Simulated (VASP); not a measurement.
```
CELL_PARAMETERS angstrom
      0.00000     3.20607     3.20607
      3.20607     0.00000     3.20607
      3.20607     3.20607     0.00000
ATOMIC_POSITIONS crystal
  Mg 0.25000 0.25000 0.25000
  Mg 0.75000 0.75000 0.75000
  Ge 0.00000 0.00000 0.00000
```

The numbers are results of PBE GGA, VASP's PBE PAW potentials (set 64) (plane waves; VASP), not measurements. Settings: 520 eV cut-off, Gaussian smearing of 0.050 eV, potentials Mg Ge_d.

Q: What does the run give for the band gap (along the path) with the smallest direct gap where there is one?

A: 
| Quantity | Result |
|---|---|
| band gap (along the path) | 0.16 eV |
| smallest direct gap (along the path) | 0.97 eV |

The absolute energy has meaning only against runs of the same code, potentials and settings.

The compound is Mg2Ge in the antifluorite structure. It was relaxed first.
